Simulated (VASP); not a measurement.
Data:

```
CELL_PARAMETERS angstrom
      1.67511    -2.90137     0.00000
      1.67511     2.90137     0.00000
      0.00000     0.00000     6.21129
ATOMIC_POSITIONS crystal
  Ti 0.00000 0.00000 0.00000
  S  0.33333 0.66667 0.22942
  S  0.66667 0.33333 0.77058
```

Level of theory: AM05 GGA, VASP's PBE PAW potentials (set 64) (plane waves; VASP). Settings: 520 eV cut-off, Gaussian smearing of 0.050 eV, potentials Ti_sv S.

Without a dispersion term in the relaxation, distances and binding between the weakly bound layers, chains or molecules are unreliable, and so is what depends on them.

Problem. Give the energies of bands 7 to 15 at the high-symmetry points, in eV from the Fermi level.

Solution. 
```
band      Γ      M      K      A      L      H
----  -----  -----  -----  -----  -----  -----
7     -5.19  -5.39  -4.26  -4.37  -5.43  -4.38
8     -2.71  -4.05  -4.26  -2.70  -4.37  -4.38
9     -2.71  -2.98  -4.22  -2.70  -2.96  -4.04
10    -0.65  -2.69  -2.60  -2.19  -2.75  -2.88
11     0.20  -2.35  -2.58   0.15  -1.63  -2.38
12     0.20  -1.35  -2.58   0.15  -1.24  -2.38
13     0.51   0.11   1.27   0.51  -0.10   1.28
14     0.51   1.65   1.83   0.51   1.65   1.61
15     0.86   2.09   1.83   1.39   2.07   1.61
```

It has no gap at this level: it comes out as a metal or semimetal.

The compound is TiS2 in the 1T layered structure. It was relaxed first, which changed the volume by +5 %.
